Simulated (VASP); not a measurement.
A VASP calculation is set up with these files.

### POSCAR
```
BN
1
    1.2520000000    -2.1685280000     0.0000000000
    1.2520000000     2.1685280000     0.0000000000
    0.0000000000     0.0000000000     6.6600000000
B N
2 2
Direct
  0.3333330000   0.6666670000   0.2500000000
  0.6666670000   0.3333330000   0.7500000000
  0.6666670000   0.3333330000   0.2500000000
  0.3333330000   0.6666670000   0.7500000000
```

### KPOINTS
```
Automatic mesh
0
Gamma
8 8 3
0 0 0
```

**INCAR**
```
SYSTEM = BN
PREC = Accurate
ENCUT = 520
EDIFF = 1E-6
NELM = 100
ALGO = Normal
LREAL = .FALSE.
LASPH = .TRUE.
ISMEAR = 0
SIGMA = 0.05
GGA = PE
LWAVE = .FALSE.
LCHARG = .FALSE.
ISIF = 2
ICHARG = 11
```

POTCAR, in this order: B N (PBE.64 set). Program: vasp_std.

What VASP printed:

standard output:
```
 POSCAR found type information on POSCAR B N
 POSCAR found :  2 types and       4 ions
 Reading from existing POTCAR
 Reading from existing POTCAR
 LDA part: xc-table for (Slater+PW92), standard interpolation
 WARNING: stress and forces are not correct
 POSCAR, INCAR and KPOINTS ok, starting setup
 WAVECAR not read
 WARNING: CHGCAR is incomplete

 -----------------------------------------------------------------------------
|                                                                             |
|     EEEEEEE  RRRRRR   RRRRRR   OOOOOOO  RRRRRR      ###     ###     ###     |
|     E        R     R  R     R  O     O  R     R     ###     ###     ###     |
|     E        R     R  R     R  O     O  R     R     ###     ###     ###     |
|     EEEEE    RRRRRR   RRRRRR   O     O  RRRRRR       #       #       #      |
|     E        R   R    R   R    O     O  R   R                               |
|     E        R    R   R    R   O     O  R    R      ###     ###     ###     |
|     EEEEEEE  R     R  R     R  OOOOOOO  R     R     ###     ###     ###     |
|                                                                             |
|     ICHARG>10                                                               |
|                                                                             |
|       ---->  I REFUSE TO CONTINUE WITH THIS SICK JOB ... BYE!!! <----       |
|                                                                             |
 -----------------------------------------------------------------------------
```

Question: Read the log: what went wrong, and how is it fixed?

Answer: The cause: ICHARG = 11 asks for a fixed density, but there is no CHGCAR. VASP stops with an error: ERROR: charge density could not be read from file CHGCAR for ICHARG>10 ----> I REFUSE TO CONTINUE WITH THIS SICK JOB ... BYE!!! <---- To mend it, run self-consistently first and keep its CHGCAR, or remove ICHARG. The plain static run on this cell (PBE GGA, plane waves, VASP's PBE PAW potentials (set 64)) converges, and its OSZICAR ends with
```
   1 F= -.35154541E+02 E0= -.35154541E+02  d E =-.522342E-17
```

The compound is BN in the hex structure. The cell was not relaxed at this level.
